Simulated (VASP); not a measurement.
# B3Pd (Fm-3m) in VASP: further runs

One crystal, B3Pd, is run at these levels: PBE; tasks: relaxation of cell and atoms, single point.

Program: VASP 6.6.1. These are calculated values, not measurements. Logs are shortened: lines on timing, memory, paths and dates and some standing lists are left out, and cuts for length are marked.

### Step 1. The cell of the first run

It takes space group Fm-3m (No. 225, cubic). Conventional cell: a = 5.296 Å, b = 5.296 Å, c = 5.296 Å, α = 90.00°, β = 90.00°, γ = 90.00°. B (site symmetry m-3m) is surrounded by 8 B at 2.29 Å. B (site symmetry -43m) has 4 B at 2.29 Å and 4 Pd at 2.29 Å as nearest neighbours. Pd (site symmetry m-3m) is surrounded by 8 B at 2.29 Å.

The cell was built by a generator and needn't be a form met in nature.

### Step 2. Relaxation of cell and atoms, PBE (random cell by space group and Wyckoff sites (Fm-3m, No. 225))

Input file INCAR:

```
ALGO = Normal ; EDIFF = 1E-6
EDIFFG = -0.04 ; ENCUT = 600
GGA = PE ; IBRION = 2
ISIF = 3 ; ISMEAR = 0
LASPH = T ; LCHARG = F
LREAL = F ; LWAVE = F
NELM = 80 ; NSW = 90
PREC = Accurate ; SIGMA = 0.1
```

Input file KPOINTS:

```
k-points
0
Gamma
  6 6 6
```

Input file POSCAR:

```
B3Pd
1.0
    0.0000000000      2.6480794200      2.6480794200
    2.6480794200      0.0000000000      2.6480794200
    2.6480794200      2.6480794200      0.0000000000
B Pd
3 1
Direct
    0.0000000000      0.0000000000      0.0000000000
    0.2500000000      0.2500000000      0.2500000000
    0.7500000000      0.7500000000      0.7500000000
    0.5000000000      0.5000000000      0.5000000000
```

Potentials or basis: VASP PAW PBE potentials, release 64 (B, Pd).

Command:

```bash
$ cat potpaw_PBE.64/B/POTCAR potpaw_PBE.64/Pd/POTCAR > POTCAR
$ mpirun -np 1 vasp_std > vasp.out
```

OUTCAR:

```text
EDIFF = 1E-6
   EDIFFG = -0.04
   ENCUT = 600
   GGA = PE
   IBRION = 2
   ISIF = 3
   ISMEAR = 0
   LASPH = T
   LREAL = F
   NELM = 80
   NSW = 90
   PREC = Accurate

 ion  position               nearest neighbor table
   1  0.000  0.000  0.000-   4 2.65   4 2.65   4 2.65   4 2.65   4 2.65   4 2.65
   2  0.250  0.250  0.250-   4 2.29   4 2.29   4 2.29   4 2.29
   3  0.750  0.750  0.750-   4 2.29   4 2.29   4 2.29   4 2.29
   4  0.500  0.500  0.500-   2 2.29   2 2.29   2 2.29   2 2.29   3 2.29   3 2.29   3 2.29   3 2.29
                             1 2.65   1 2.65   1 2.65   1 2.65   1 2.65   1 2.65

  LATTYP: Found a face centered cubic cell.
 ALAT       =     5.2961588400

  Lattice vectors:

 A1 = (   0.0000000000,   2.6480794200,   2.6480794200)
 A2 = (   2.6480794200,   0.0000000000,   2.6480794200)
 A3 = (   2.6480794200,   2.6480794200,   0.0000000000)

Analysis of symmetry for initial positions (statically):
=====================================================================
 Subroutine PRICEL returns:
 Original cell was already a primitive cell.

 Routine SETGRP: Setting up the symmetry group for a
 face centered cubic supercell.

 Subroutine GETGRP returns: Found 48 space group operations
 (whereof 48 operations were pure point group operations)
 out of a pool of 48 trial point group operations.

The static configuration has the point symmetry O_h .

Analysis of symmetry for dynamics (positions and initial velocities):
=====================================================================
 Subroutine PRICEL returns:
 Original cell was already a primitive cell.

 Routine SETGRP: Setting up the symmetry group for a
 face centered cubic supercell.

 Subroutine GETGRP returns: Found 48 space group operations
 (whereof 48 operations were pure point group operations)
 out of a pool of 48 trial point group operations.

The dynamic configuration has the point symmetry O_h .

 Subroutine INISYM returns: Found 48 space group operations
 (whereof 48 operations are pure point group operations),
 and found     1 'primitive' translations

----------------------------------------------------------------------------------------

                                     Primitive cell

  volume of cell :      37.1384

  direct lattice vectors                    reciprocal lattice vectors
     0.000000000  2.648079420  2.648079420    -0.188816089  0.188816089  0.188816089
     2.648079420  0.000000000  2.648079420     0.188816089 -0.188816089  0.188816089
     2.648079420  2.648079420  0.000000000     0.188816089  0.188816089 -0.188816089

  length of vectors
     3.744949830  3.744949830  3.744949830     0.327039060  0.327039060  0.327039060
[... 76 lines left out ...]
   EDIFF  = 0.1E-05   stopping-criterion for ELM
   LREAL  =      F    real-space projection
   EDIFFG = -.4E-01   stopping-criterion for IOM
   NSW    =     90    number of steps for IOM
   IBRION =      2    ionic relax: 0-MD 1-quasi-New 2-CG
   NFREE  =      1    steps in history (QN), initial steepest desc. (CG)
   ISIF   =      3    stress and relaxation
   ISYM   =      2    0-nonsym 1-usesym 2-fastsym
   POTIM  = 0.5000    time-step for ionic-motion
   TEBEG  =    0.0;   TEEND  =   0.0 temperature during run
   PSTRESS=    0.0 pullay stress
   NELECT =      19.0000    total number of electrons
   NUPDOWN=      -1.0000    fix difference up-down
   EMIN   =  10.00;   EMAX   =-10.00  energy-range for DOS
   EFERMI =   0.00;   METHOD = LEGACY
   ISMEAR =     0;   SIGMA  =   0.10  broadening in eV -4-tet -1-fermi 0-gaus
   EFERMI_NEDOS =   21; number of points for ismear=-14 and -15
   IALGO  =     38    algorithm
   IMIX   =      4    mixing-type and parameters
     AMIX     =   0.40;   BMIX     =  1.00
     AMIX_MAG =   1.60;   BMIX_MAG =  1.00
  volume/ion in A,a.u.               =       9.28        62.66
  Fermi-wavevector in a.u.,A,eV,Ry     =   1.309338  2.474290 23.325357  1.714365
  Thomas-Fermi vector in A             =   2.439943
   LORBIT       =      0    0 simple, 1 ext, 2 COOP (PROOUT), +10 PAW based schemes
   GGA     = PE    functional components
   LHFCALC =     F    Hartree Fock is set to
   AEXX    =    0.0000 exact exchange contribution
   IVDW    =     0    specifies the selected vdW correction
   LEPSILON=     F    determine dielectric tensor
   LRPA    =     F    only Hartree local field effects (RPA)
 conjugate gradient relaxation of ions
 non-spin polarized calculation
 Gauss-broadening in eV      SIGMA  =   0.10
  energy-cutoff  :      600.00
  volume of cell :       37.14
 maximum number of plane-waves:      1258
 NGX is ok and might be reduce to    30
   NGX = 15   NGY = 15   NGZ = 15

--------------------------------------- Ionic step        1  -------------------------------------------

 number of electron      19.0000000 magnetization

 Free energy of the ion-electron system (eV)
  ---------------------------------------------------
  ext. energy  EPLUGINS =         0.00000000
  ---------------------------------------------------
  free energy    TOTEN  =       -19.53411210 eV

  energy without entropy =      -19.52258953  energy(sigma->0) =      -19.52835081

------------------------ aborting loop because EDIFF is reached ----------------------------------------

  FORCE on cell =-STRESS in cart. coord.  units (eV):
  Direction    XX          YY          ZZ          XY          YZ          ZX
  --------------------------------------------------------------------------------------
  -------------------------------------------------------------------------------------
  Total       -1.1688684     -1.1688684     -1.1688684     -0.0000000     -0.0000000      0.0000000
  in kB      -50.4258431    -50.4258431    -50.4258431     -0.0000000     -0.0000000      0.0000000
  external PRESSURE =     -50.4258431 kB  Pullay stress =       0.0000000 kB
[... 63 lines left out ...]
--------------------------------------- Ionic step        3  -------------------------------------------

 number of electron      19.0000001 magnetization

 Free energy of the ion-electron system (eV)
  ---------------------------------------------------
  ext. energy  EPLUGINS =         0.00000000
  ---------------------------------------------------
  free energy    TOTEN  =       -19.55140055 eV

  energy without entropy =      -19.53385501  energy(sigma->0) =      -19.54262778

 E-fermi :   9.6147     XC(G=0): -12.6925

 val. band max:        9.6026882584   @ k =   0.5000   0.5000   0.0000
 cond. band min:       9.6395170118   @ k =   0.3333   0.0000   0.0000
 fundamental gap:      0.0368287534
 Fermi energy:         9.6147229230

 k-point     1 :       0.0000    0.0000    0.0000
  band No.  band energies     occupation
      1      -4.7138      2.00000
      2       2.6341      2.00000
      3       2.6341      2.00000
      4       2.6341      2.00000
      5       4.9395      2.00000
      6       4.9395      2.00000
      7       8.4603      2.00000
      8       8.5565      2.00000
      9       8.5565      2.00000
     10       8.5565      2.00000
     11      11.8229      0.00000
     12      12.6500      0.00000
     13      12.6500      0.00000
[... 269 lines left out ...]
  FREE ENERGIE OF THE ION-ELECTRON SYSTEM (eV)
  ---------------------------------------------------
  free  energy   TOTEN  =       -19.5514005518 eV

  energy  without entropy=      -19.5338550113  energy(sigma->0) =      -19.54262778

 reached required accuracy - stopping structural energy minimisation
```

OSZICAR:

```text
N       E                     dE             d eps       ncg     rms          rms(c)
DAV:   1     0.781861984447E+02    0.78186E+02   -0.10066E+04   416   0.152E+03
DAV:   2    -0.169829457774E+02   -0.95169E+02   -0.91079E+02   481   0.260E+02
DAV:   3    -0.210405972664E+02   -0.40577E+01   -0.38407E+01   573   0.481E+01
[... 24 lines left out ...]
DAV:   3    -0.195518321574E+02    0.87771E-02   -0.33163E-02   456   0.240E+00    0.333E-01
DAV:   4    -0.195515395172E+02    0.29264E-03   -0.38297E-03   421   0.462E-01    0.754E-02
DAV:   5    -0.195513969272E+02    0.14259E-03   -0.60964E-04   441   0.279E-01    0.403E-02
DAV:   6    -0.195513999798E+02   -0.30526E-05   -0.38923E-05   501   0.708E-02    0.608E-03
DAV:   7    -0.195514005518E+02   -0.57200E-06   -0.58547E-07   233   0.925E-03
   3 F= -.19551401E+02 E0= -.19542628E+02  d E =-.172885E-01
```

CONTCAR:

```text
B3Pd
   1.00000000000000
    -0.0000000000000000    2.6220797897283794    2.6220797897283794
     2.6220797897283794   -0.0000000000000000    2.6220797897283794
     2.6220797897283794    2.6220797897283794   -0.0000000000000000
  B               Pd
     3     1
Direct
     0.0000000000000000    0.0000000000000000    0.0000000000000000
     0.2500000000000000    0.2500000000000000    0.2500000000000000
     0.7500000000000000    0.7500000000000000    0.7500000000000000
     0.5000000000000000    0.5000000000000000    0.5000000000000000

  0.00000000E+00  0.00000000E+00  0.00000000E+00
  0.00000000E+00  0.00000000E+00  0.00000000E+00
  0.00000000E+00  0.00000000E+00  0.00000000E+00
  0.00000000E+00  0.00000000E+00  0.00000000E+00
```

Wall time 13 s (1 thread of AMD EPYC 9R45 (Zen 5), shared host); peak memory 0.15 GiB.

What came out:

```
Free energy                            : -19.5514 eV
Relaxed volume                         : 9.01 Å³/atom
Relaxed cell                           : a = 3.708 Å, b = 3.708 Å, c = 3.708 Å, α = 60.00°, β = 60.00°, γ = 60.00°
Space group after relaxing (to 0.05 Å) : Fm-3m (No. 225)
Energy gained by relaxing              : 4.3 meV/atom
Ionic steps                            : 3
Pressure after relaxing                : 0.0 GPa
Band gap on the k mesh                 : none (metal or under the smearing width)
```

The path:
| step | energy change (eV) | largest force (eV/Å) | pressure (GPa) | volume (Å³) |
| --- | --- | --- | --- | --- |
| 1 | 0.0000 | 0.0000 | -5.04 | 37.14 |
| 2 | -0.0140 | 0.0000 | 2.36 | 35.59 |
| 3 | -0.0173 | 0.0000 | -0.03 | 36.06 |

Final structure:
```cif
data_structure
_symmetry_space_group_name_H-M 'P 1'
_symmetry_Int_Tables_number 1
_cell_length_a 3.7082
_cell_length_b 3.7082
_cell_length_c 3.7082
_cell_angle_alpha 60.000
_cell_angle_beta 60.000
_cell_angle_gamma 60.000
_cell_volume 36.06
loop_
_atom_site_label
_atom_site_type_symbol
_atom_site_fract_x
_atom_site_fract_y
_atom_site_fract_z
_atom_site_occupancy
B1 B 0.00000 0.00000 0.00000 1
B2 B 0.25000 0.25000 0.25000 1
B3 B 0.75000 0.75000 0.75000 1
Pd1 Pd 0.50000 0.50000 0.50000 1
```

### Step 3. Single point, PBE (random cell by space group and Wyckoff sites (Fm-3m, No. 225))

Input file INCAR:

```
SYSTEM = B3Pd
PREC = Accurate
ENCUT = 520
EDIFF = 1E-6
ISMEAR = 0
SIGMA = 0.1
LREAL = .False.
LASPH = .True.
NELM = 100
ALGO = Normal
ISIF = 2
LWAVE = .False.
LCHARG = .False.
GGA = PE
NBANDS = 18
```

Input file KPOINTS:

```
regular mesh
0
Gamma
  6 6 6
  0 0 0
```

POSCAR is that of step 2.

Potentials or basis: VASP PAW PBE potentials, release 64 (B, Pd).

Command:

```bash
$ cat potpaw_PBE.64/B/POTCAR potpaw_PBE.64/Pd/POTCAR > POTCAR
$ mpirun -np 1 vasp_std > vasp.out
```

OUTCAR:

```text
SYSTEM = B3Pd
   PREC = Accurate
   ENCUT = 520
   EDIFF = 1E-6
   ISMEAR = 0
   LREAL = .False.
   LASPH = .True.
   NELM = 100
   ISIF = 2
   GGA = PE

 ion  position               nearest neighbor table
   1  0.000  0.000  0.000-   4 2.65   4 2.65   4 2.65   4 2.65   4 2.65   4 2.65
   2  0.250  0.250  0.250-   4 2.29   4 2.29   4 2.29   4 2.29
   3  0.750  0.750  0.750-   4 2.29   4 2.29   4 2.29   4 2.29
   4  0.500  0.500  0.500-   2 2.29   2 2.29   2 2.29   2 2.29   3 2.29   3 2.29   3 2.29   3 2.29
                             1 2.65   1 2.65   1 2.65   1 2.65   1 2.65   1 2.65

  LATTYP: Found a face centered cubic cell.
 ALAT       =     5.2961588400

  Lattice vectors:

 A1 = (   0.0000000000,   2.6480794200,   2.6480794200)
 A2 = (   2.6480794200,   0.0000000000,   2.6480794200)
 A3 = (   2.6480794200,   2.6480794200,   0.0000000000)

Analysis of symmetry for initial positions (statically):
=====================================================================
 Subroutine PRICEL returns:
 Original cell was already a primitive cell.

 Routine SETGRP: Setting up the symmetry group for a
 face centered cubic supercell.
[... 164 lines left out ...]

 val. band max:        9.1240379304   @ k =   0.3333   0.1667   0.0000
 cond. band min:       9.2613061485   @ k =   0.3333   0.0000   0.0000
 fundamental gap:      0.1372682181
 Fermi energy:         9.1659863929

 k-point     1 :       0.0000    0.0000    0.0000
  band No.  band energies     occupation
      1      -4.8276      2.00000
      2       2.4585      2.00000
      3       2.4585      2.00000
      4       2.4585      2.00000
      5       4.6824      2.00000
      6       4.6824      2.00000
[... 313 lines left out ...]
      5       4.2484      2.00000
      6       4.6073      2.00000
[... 10 lines left out ...]
     17      16.2086      0.00000
     18      20.9382      0.00000

------------------------ aborting loop because EDIFF is reached ----------------------------------------

  FORCE on cell =-STRESS in cart. coord.  units (eV):
  Direction    XX          YY          ZZ          XY          YZ          ZX
  --------------------------------------------------------------------------------------
  -------------------------------------------------------------------------------------
  Total       -1.1602127     -1.1602127     -1.1602127     -0.0000000      0.0000000     -0.0000000
  in kB      -50.0524303    -50.0524303    -50.0524303     -0.0000000      0.0000000     -0.0000000
  external PRESSURE =     -50.0524303 kB  Pullay stress =       0.0000000 kB

 VOLUME and BASIS-vectors are now :
 -----------------------------------------------------------------------------
  energy-cutoff  :      520.00
  volume of cell :       37.14
      direct lattice vectors                 reciprocal lattice vectors
     0.000000000  2.648079420  2.648079420    -0.188816089  0.188816089  0.188816089
     2.648079420  0.000000000  2.648079420     0.188816089 -0.188816089  0.188816089
     2.648079420  2.648079420  0.000000000     0.188816089  0.188816089 -0.188816089

 POSITION                                       TOTAL-FORCE (eV/Angst)
 -----------------------------------------------------------------------------------
      0.00000      0.00000      0.00000         0.000000      0.000000     -0.000000
      1.32404      1.32404      1.32404        -0.000000     -0.000000     -0.000000
      3.97212      3.97212      3.97212         0.000000      0.000000      0.000000
      2.64808      2.64808      2.64808         0.000000      0.000000     -0.000000
 -----------------------------------------------------------------------------------
    total drift:                                0.000000      0.000000      0.000000

  FREE ENERGIE OF THE ION-ELECTRON SYSTEM (eV)
  ---------------------------------------------------
  free  energy   TOTEN  =       -19.5326759789 eV

  energy  without entropy=      -19.5211661532  energy(sigma->0) =      -19.52692107
```

Run time: 6.2 s. Hardware: 1 thread of AMD EPYC 9R45 (Zen 5), shared host; peak memory 0.13 GiB.

Results:

- Free energy: -19.5327 eV
- Pressure: -5.0 GPa
- Band gap on the k mesh: none (metal or under the smearing width)
